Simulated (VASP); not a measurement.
Method: PBE GGA, VASP's PBE PAW potentials (set 64) (plane waves; VASP).

Input for VASP

### KPOINTS
```
kpoints
0
G
 16 16 16
0 0 0
```

### POSCAR
```
Na
1
   -1.5957157870     1.5957157870     1.5957157870
    1.5957157870    -1.5957157870     1.5957157870
    1.5957157870     1.5957157870    -1.5957157870
Na
1
Direct
  0.0000000000   0.0000000000   0.0000000000
```

INCAR:
```
SYSTEM  =  Na
PREC  =  Accurate; ENCUT  =  500; LREAL  =  .FALSE.
LASPH  =  .TRUE.
EDIFF  =  1E-6; NELM  =  100; ALGO  =  Normal
ISMEAR  =  1; SIGMA  =  0.1
GGA  =  PE
IBRION  =  2; NSW  =  40; ISIF  =  3
EDIFFG  =  -0.02; PSTRESS  =  300
LWAVE  =  .FALSE.; LCHARG  =  .FALSE.
```

POTCAR, in this order: Na_pv (PBE.64 set). Program: vasp_std.

The run wrote:

OUTCAR:
```
 ion  position               nearest neighbor table
   1  0.000  0.000  0.000-
  LATTYP: Found a body centered cubic cell.
 ALAT       =     3.1914315740
 Subroutine PRICEL returns:
 Original cell was already a primitive cell.
 Subroutine GETGRP returns: Found 48 space group operations
The static configuration has the point symmetry O_h .
The dynamic configuration has the point symmetry O_h .
 Subroutine INISYM returns: Found 48 space group operations
 Subroutine IBZKPT returns following result:
 Found    145 irreducible k-points:

 Following reciprocal coordinates:
            Coordinates               Weight
  0.000000  0.000000  0.000000      1.000000
  0.062500  0.000000  0.000000     12.000000
  0.125000  0.000000  0.000000     12.000000
  0.187500  0.000000  0.000000     12.000000
  0.250000  0.000000  0.000000     12.000000
  0.312500  0.000000  0.000000     12.000000
  0.375000  0.000000  0.000000     12.000000
  0.437500  0.000000  0.000000     12.000000
  0.500000  0.000000  0.000000      6.000000
  0.062500  0.062500  0.000000     24.000000
  0.125000  0.062500  0.000000     48.000000
  0.187500  0.062500 -0.000000     48.000000
  0.250000  0.062500  0.000000     48.000000
  0.312500  0.062500  0.000000     48.000000
  0.375000  0.062500  0.000000     48.000000
  0.437500  0.062500  0.000000     48.000000
  0.125000  0.125000  0.000000     24.000000
  0.187500  0.125000  0.000000     48.000000
  0.250000  0.125000  0.000000     48.000000
  0.312500  0.125000  0.000000     48.000000
  0.375000  0.125000 -0.000000     48.000000
  0.437500  0.125000  0.000000     24.000000
  0.187500  0.187500  0.000000     24.000000
  0.250000  0.187500  0.000000     48.000000
  0.312500  0.187500  0.000000     48.000000
  0.375000  0.187500 -0.000000     48.000000
  0.250000  0.250000  0.000000     24.000000
  0.312500  0.250000  0.000000     48.000000
  0.375000  0.250000  0.000000     24.000000
  0.312500  0.312500  0.000000     24.000000
  0.062500  0.062500  0.062500      8.000000
  0.125000  0.062500  0.062500     24.000000
  0.187500  0.062500  0.062500     24.000000
  0.250000  0.062500  0.062500     24.000000
  0.312500  0.062500  0.062500     24.000000
  0.375000  0.062500  0.062500     24.000000
  0.437500  0.062500  0.062500     12.000000
 -0.062500  0.062500  0.062500      6.000000
  0.125000  0.125000  0.062500     24.000000
  0.187500  0.125000  0.062500     48.000000
   k-points           NKPTS =    145   k-points in BZ     NKDIM =    145   number of bands    NBANDS=      7
   number of dos      NEDOS =    301   number of ions     NIONS =      1
   total plane-waves  NPLWV =   8000
   dimension x,y,z NGX =    20 NGY =   20 NGZ =   20
   dimension x,y,z NGXF=    40 NGYF=   40 NGZF=   40
   ions per type =               1
   PREC   = accura    normal or accurate (medium, high low for compatibility)
   ISTART =      0    job   : 0-new  1-cont  2-samecut
   ICHARG =      2    charge: 1-file 2-atom 10-const
   ISPIN  =      1    spin polarized calculation?
   LNONCOLLINEAR =      F non collinear calculations
   LSORBIT =      F    spin-orbit coupling
   INIWAV =      1    electr: 0-lowe 1-rand  2-diag
   ENCUT  =  500.0 eV  36.75 Ry    6.06 a.u.   5.04  5.04  5.04*2*pi/ulx,y,z
   NELM   =    100;   NELMIN=  2; NELMDL= -5     # of ELM steps
   EDIFF  = 0.1E-05   stopping-criterion for ELM
   LREAL  =      F    real-space projection
   NLSPLINE    = F    spline interpolate recip. space projectors
   LMAXMIX     =    2 max onsite mixed and CHGCAR
   VOSKOWN=      0    Vosko Wilk Nusair interpolation
...
```

**OSZICAR**
```
       N       E                     dE             d eps       ncg     rms          rms(c)
DAV:   1     0.174042108415E+02    0.17404E+02   -0.43301E+03  2030   0.107E+03
DAV:   2    -0.145020325774E+00   -0.17549E+02   -0.17540E+02  2303   0.133E+02
DAV:   3    -0.329581638801E+00   -0.18456E+00   -0.18456E+00  2310   0.189E+01
DAV:   4    -0.330510905000E+00   -0.92927E-03   -0.92927E-03  2611   0.126E+00
DAV:   5    -0.330517342813E+00   -0.64378E-05   -0.64382E-05  2450   0.822E-02    0.520E-01
DAV:   6    -0.324860240691E+00    0.56571E-02   -0.10810E-03  2800   0.535E-01    0.325E-01
DAV:   7    -0.321025372615E+00    0.38349E-02   -0.21408E-03  2905   0.701E-01    0.216E-02
DAV:   8    -0.321032896790E+00   -0.75242E-05   -0.46770E-05  2422   0.154E-01    0.371E-03
DAV:   9    -0.321033563261E+00   -0.66647E-06   -0.43553E-07  1260   0.100E-02
   1 F= 0.27222140E+01 E0= 0.27223716E+01  d E =0.272221E+01
       N       E                     dE             d eps       ncg     rms          rms(c)
DAV:   1    -0.309600465563E+00    0.11432E-01   -0.19628E-02  2030   0.338E+00    0.170E-01
DAV:   2    -0.309146960999E+00    0.45350E-03   -0.55447E-04  2093   0.561E-01    0.857E-02
DAV:   3    -0.309002935725E+00    0.14403E-03   -0.25846E-04  2093   0.365E-01    0.905E-03
DAV:   4    -0.308993791880E+00    0.91438E-05   -0.10631E-05  2296   0.819E-02    0.721E-04
DAV:   5    -0.308993751318E+00    0.40561E-07   -0.36800E-08  1043   0.327E-03
   2 F= 0.27222614E+01 E0= 0.27224191E+01  d E =0.473534E-04
       N       E                     dE             d eps       ncg     rms          rms(c)
DAV:   1    -0.317960147241E+00   -0.89664E-02   -0.10217E-02  2030   0.245E+00    0.122E-01
DAV:   2    -0.317729546642E+00    0.23060E-03   -0.28286E-04  2058   0.400E-01    0.614E-02
DAV:   3    -0.317652976965E+00    0.76570E-04   -0.13398E-04  2100   0.262E-01    0.638E-03
DAV:   4    -0.317647106175E+00    0.58708E-05   -0.56682E-06  2100   0.598E-02    0.543E-04
DAV:   5    -0.317647092654E+00    0.13521E-07   -0.21471E-08  1043   0.242E-03
   3 F= 0.27222126E+01 E0= 0.27223702E+01  d E =-.140840E-05
```

File OUTCAR:
```
------------------------ aborting loop because EDIFF is reached ----------------------------------------
  FORCE on cell =-STRESS in cart. coord.  units (eV):
  Direction    XX          YY          ZZ          XY          YZ          ZX
  --------------------------------------------------------------------------------------
  Total        3.0398647      3.0398647      3.0398647      0.0000000     -0.0000000      0.0000000
  in kB      300.0004909    300.0004909    300.0004909      0.0000000     -0.0000000      0.0000000
  external PRESSURE =       0.0004909 kB  Pullay stress =     300.0000000 kB
  volume of cell :       16.23
      direct lattice vectors                 reciprocal lattice vectors
    -1.595123426  1.595123426  1.595123426     0.000000000  0.313455368  0.313455368
     1.595123426 -1.595123426  1.595123426     0.313455368  0.000000000  0.313455368
     1.595123426  1.595123426 -1.595123426     0.313455368  0.313455368  0.000000000
 POSITION                                       TOTAL-FORCE (eV/Angst)
 -----------------------------------------------------------------------------------
     -0.00000      0.00000      0.00000        -0.000000      0.000000     -0.000000
 -----------------------------------------------------------------------------------
    total drift:                                0.000000     -0.000000      0.000000
  FREE ENERGIE OF THE ION-ELECTRON SYSTEM (eV)
  ---------------------------------------------------
  free  energy   TOTEN  =        -0.3176470927 eV

  energy  without entropy=       -0.3171743670  energy(sigma->0) =       -0.31748952
  enthalpy is  TOTEN    =         2.7222126322 eV   P V=        3.0398597248

 reached required accuracy - stopping structural energy minimisation
```
(Selected blocks of OUTCAR.)

CONTCAR:
```
Na
   1.00000000000000
    -1.5951234264628151    1.5951234264628151    1.5951234264628151
     1.5951234264628151   -1.5951234264628151    1.5951234264628151
     1.5951234264628151    1.5951234264628151   -1.5951234264628151
  Na
     1
Direct
     0.0000000000000000    0.0000000000000000    0.0000000000000000
```

The compound is Na in the bcc structure. This run relaxes it under an external pressure of 30 GPa. Symmetry was kept, so distortions that lower it aren't found.
